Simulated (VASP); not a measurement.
Crystal: LiV.

```
Li V
1.0
     0.00000    2.38539    2.38539
     2.38539    0.00000    2.38539
     2.38539    2.38539    0.00000
Li V
1 1
Direct
  0.50000 0.50000 0.50000
  0.00000 0.00000 0.00000
```

The cell was built by a generator and needn't be a form met in nature.

| Quantity | Value |
| --- | --- |
| Program | VASP 6.6.1 |
| Task | relaxation of cell and atoms |
| Functional | PBE |
| Potentials or basis | VASP PAW PBE potentials, release 64 (Li_sv, V_sv) |
| Cutoff | 600 eV |
| k mesh | 6 × 6 × 6 |
| Occupations | fermi-dirac, width 0.0145 eV |
| Spin | no spin polarisation |

At the start: pressure 2.1 GPa; volume 13.57 Å³/atom.

**Question.** Where does the relaxation end?

**Answer.** Over 7 steps the energy falls by 2.7 meV/atom and the volume is 14.00 Å³/atom (+3.1 %); space group Fm-3m (No. 225, to 0.05 Å).

The path:
| step | energy change (eV) | largest force (eV/Å) | pressure (GPa) | volume (Å³) |
| --- | --- | --- | --- | --- |
| 1 | 0.0000 | 0.0000 | 2.12 | 27.15 |
| 2 | -0.0049 | 0.0000 | 0.28 | 27.86 |
| 3 | -0.0034 | 0.0000 | -0.12 | 28.03 |
| 4 | -0.0054 | 0.0000 | 0.20 | 27.98 |
| 5 | -0.0054 | 0.0000 | -0.13 | 28.01 |
| 6 | -0.0054 | 0.0000 | 0.20 | 27.96 |
| 7 | -0.0054 | 0.0000 | -0.06 | 27.99 |

Final structure:
```
Li V
1.0
     0.00000    2.40986    2.40986
     2.40986    0.00000    2.40986
     2.40986    2.40986    0.00000
Li V
1 1
Direct
  0.50000 0.50000 0.50000
  0.00000 0.00000 0.00000
```

Caveat: the k mesh is coarse (spacing up to 0.38 Å⁻¹), so the values aren't converged; the cutoff is under 1.25 times the usual one of these potentials, so pressure, stress and relaxed cells hold a basis-set (Pulay) error.
